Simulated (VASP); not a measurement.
Computed with vdW-DF2, VASP's PBE PAW potentials (set 64) (plane waves; VASP).

VASP ran on this input.

**POSCAR**
```
BAs
1
    0.0000000000     2.4525218428     2.4525218428
    2.4525218428     0.0000000000     2.4525218428
    2.4525218428     2.4525218428     0.0000000000
B As
1 1
Direct
  0.0000000000   0.0000000000   0.0000000000
  0.2500000000   0.2500000000   0.2500000000
```

File KPOINTS:
```
Automatic mesh
0
Gamma
10 10 10
0 0 0
```

### INCAR
```
SYSTEM=BAs
PREC=Accurate; ENCUT=520; LREAL=.FALSE.
LASPH=.TRUE.
EDIFF=1E-7; NELM=100; ALGO=Normal
LMAXMIX=4
ISMEAR=-5
GGA=ML; LUSE_VDW=.TRUE.; AGGAC=0.0
ZAB_VDW=-1.8867
ISIF=2
LWAVE=.FALSE.; LCHARG=.TRUE.; LORBIT=11
NEDOS=601
```

POTCAR, in this order: B As (PBE.64 set). Program: vasp_std.

The run wrote:

### OUTCAR
```
 ion  position               nearest neighbor table
   1  0.000  0.000  0.000-   2 2.12   2 2.12   2 2.12   2 2.12
   2  0.250  0.250  0.250-   1 2.12   1 2.12   1 2.12   1 2.12
  LATTYP: Found a face centered cubic cell.
 ALAT       =     4.9050436856
 Subroutine PRICEL returns:
 Original cell was already a primitive cell.
 Subroutine GETGRP returns: Found 24 space group operations
The static configuration has the point symmetry T_d .
The dynamic configuration has the point symmetry T_d .
 Subroutine INISYM returns: Found 24 space group operations
 Subroutine IBZKPT returns following result:
 Found     47 irreducible k-points:

 Following reciprocal coordinates:
            Coordinates               Weight
  0.000000  0.000000  0.000000      1.000000
  0.100000  0.000000  0.000000      8.000000
  0.200000  0.000000  0.000000      8.000000
  0.300000  0.000000  0.000000      8.000000
  0.400000  0.000000  0.000000      8.000000
  0.500000  0.000000  0.000000      4.000000
  0.100000  0.100000  0.000000      6.000000
  0.200000  0.100000  0.000000     24.000000
  0.300000  0.100000  0.000000     24.000000
...
```

### OSZICAR
```
       N       E                     dE             d eps       ncg     rms          rms(c)
DAV:   1     0.168199121039E+02    0.16820E+02   -0.37935E+03   752   0.869E+02
DAV:   2    -0.841380312565E+01   -0.25234E+02   -0.24897E+02  1184   0.108E+02
DAV:   3    -0.877576948541E+01   -0.36197E+00   -0.36197E+00   896   0.174E+01
DAV:   4    -0.877643498520E+01   -0.66550E-03   -0.66550E-03  1064   0.828E-01
DAV:   5    -0.877643527014E+01   -0.28495E-06   -0.28495E-06   880   0.132E-02    0.455E+00
DAV:   6    -0.817779850324E+01    0.59864E+00   -0.22883E+00   816   0.787E+00    0.212E+00
DAV:   7    -0.811562340145E+01    0.62175E-01   -0.18888E-01  1056   0.323E+00    0.939E-01
DAV:   8    -0.810533980321E+01    0.10284E-01   -0.66654E-02  1064   0.193E+00    0.143E-01
DAV:   9    -0.810565605949E+01   -0.31626E-03   -0.80721E-04   800   0.301E-01    0.924E-02
DAV:  10    -0.810583480663E+01   -0.17875E-03   -0.51403E-04   816   0.277E-01    0.230E-02
DAV:  11    -0.810584059091E+01   -0.57843E-05   -0.77261E-06  1104   0.336E-02    0.174E-02
DAV:  12    -0.810584060156E+01   -0.10652E-07   -0.57221E-06   808   0.228E-02    0.272E-03
DAV:  13    -0.810584057671E+01    0.24846E-07   -0.35259E-07  1008   0.441E-03
   1 F= -.81058406E+01 E0= -.81058406E+01  d E =0.000000E+00
```

### OUTCAR
```
------------------------ aborting loop because EDIFF is reached ----------------------------------------
  FORCE on cell =-STRESS in cart. coord.  units (eV):
  Direction    XX          YY          ZZ          XY          YZ          ZX
  --------------------------------------------------------------------------------------
  Total       -0.0008114     -0.0008114     -0.0008114      0.0000000      0.0000000      0.0000000
  in kB       -0.0440647     -0.0440647     -0.0440647      0.0000000      0.0000000      0.0000000
  external PRESSURE =      -0.0440647 kB  Pullay stress =       0.0000000 kB
  volume of cell :       29.50
      direct lattice vectors                 reciprocal lattice vectors
     0.000000000  2.452521843  2.452521843    -0.203871783  0.203871783  0.203871783
     2.452521843  0.000000000  2.452521843     0.203871783 -0.203871783  0.203871783
     2.452521843  2.452521843  0.000000000     0.203871783  0.203871783 -0.203871783
  FREE ENERGIE OF THE ION-ELECTRON SYSTEM (eV)
  ---------------------------------------------------
  free  energy   TOTEN  =        -8.1058405767 eV

  energy  without entropy=       -8.1058405767  energy(sigma->0) =       -8.10584058

 total charge

# of ion       s       p       d       tot
------------------------------------------
    1        0.657   1.126   0.000   1.783
    2        1.192   1.611   0.073   2.877
--------------------------------------------------
tot          1.849   2.737   0.073   4.660
```
(Selected blocks of OUTCAR.)

The compound is BAs in the zinc blende structure. It was relaxed first, which changed the volume by +8 %.
